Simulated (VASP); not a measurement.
Given:

```xyz
2
Lattice="1.3357 -2.3134 0.0000 1.3357 2.3134 0.0000 0.0000 0.0000 4.8533" Properties=species:S:1:pos:R:3 pbc="T T T"
Zn     1.3357     0.7711     1.2133
Zn     1.3357    -0.7711     3.6400
```

Method: PBE GGA, VASP's PBE PAW potentials (set 64) (plane waves; VASP). Run with 480 eV cut-off, 14×14×8 Γ-centred mesh, first-order Methfessel-Paxton smearing of 0.10 eV, potentials Zn.

Energy and stress use the plane-wave basis of the starting cell.

Task: The ions, cell shape and volume at an external pressure of 5.0 GPa are relaxed. What does this cell relax into?

Result: 
```xyz
2
Lattice="1.3289 -2.3018 0.0000 1.3289 2.3018 0.0000 0.0000 0.0000 4.6347" Properties=species:S:1:pos:R:3 pbc="T T T"
Zn     1.3289     0.7673     1.1587
Zn     1.3289    -0.7673     3.4761
```
Space group P6_3/mmc (194), at a tolerance of 0.03 Å.

Task: How do energy and volume change from the first to the last step?

Result: The energy (σ→0) changes by +12.3 meV/atom and the volume by -5.5 %, in 9 ionic steps.

```csv
step,E(σ→0) (eV),max force (eV/Å),pressure (GPa),volume (Å³)
1,-2.2111,0.000,0.54,29.99
2,-2.1760,0.000,6.15,28.22
3,-2.1868,0.000,5.05,28.53
4,-2.1877,0.000,4.94,28.56
5,-2.1877,0.000,4.91,28.53
6,-2.1879,0.000,4.95,28.44
7,-2.1805,0.000,5.08,28.24
8,-2.1869,0.000,4.92,28.37
9,-2.1864,0.000,4.93,28.35
```

The compound is Zn in the hcp structure. This run relaxes it under an external pressure of 5 GPa. Symmetry was kept, so distortions that lower it aren't found.
